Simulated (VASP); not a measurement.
Wanted: the native input for a VASP 6.6.1 run.

```
Task                   : single point
Functional             : optPBE-vdW
Potentials or basis    : VASP PAW PBE potentials, release 64 (Pd, K_pv)
Cutoff                 : 500 eV
k mesh                 : 4 × 4 × 4
Occupations            : gaussian, width 0.005 eV
Spin                   : spin-orbit coupling, no magnetisation
Further INCAR settings : ALGO = Normal; EDIFF = 1e-06; NBANDS = 43
```

The structure of K3Pd lies in POSCAR:

```
K3Pd
1.0
    5.3714227222      0.0000000000      0.0000000000
    0.0000000000      5.3714227222      0.0000000000
    0.0000000000      0.0000000000      5.3714227222
Pd K
1 3
Direct
    0.0000000000      0.0000000000      0.0000000000
    0.0000000000      0.5000000000      0.5000000000
    0.5000000000      0.0000000000      0.5000000000
    0.5000000000      0.5000000000      0.0000000000
```

The cell comes from a database or a generator and needn't be the stable form of this composition.

The cell isn't the ideal one: volume scaled by 0.96.

The input as run:

INCAR

```
PREC = Accurate
ENCUT = 500
EDIFF = 1E-6
ISMEAR = 0
SIGMA = 0.005
LREAL = F
LASPH = T
NELM = 100
ALGO = Normal
ISIF = 2
LWAVE = F
LCHARG = F
LNONCOLLINEAR = T
MAGMOM = 0 0 0 0 0 0 0 0 0 0 0 0
LORBIT = 11
LSORBIT = T
GGA_COMPAT = F
LMAXMIX = 4
GGA = OR
LUSE_VDW = T
AGGAC = 0.0
NBANDS = 43
```

KPOINTS

```
regular mesh
0
Gamma
  4 4 4
```

Potentials or basis: VASP PAW PBE potentials, release 64 (Pd, K_pv).

The run is started by

```bash
$ cat potpaw_PBE.64/Pd/POTCAR potpaw_PBE.64/K_pv/POTCAR > POTCAR
$ mpirun -np 1 vasp_ncl > vasp.out
```

It gave:

The pressure is 0.1 GPa. The valence electrons inside the program's atomic spheres are Pd 9.21; K 6.29.

Caveat: the PAW data sets were made with another functional, which shifts forces and pressure a little.

Wall time 3 min on 1 thread of Intel(R) Xeon(R) Platinum 8488C (Sapphire Rapids), on a shared host, peak memory 0.98 GiB.
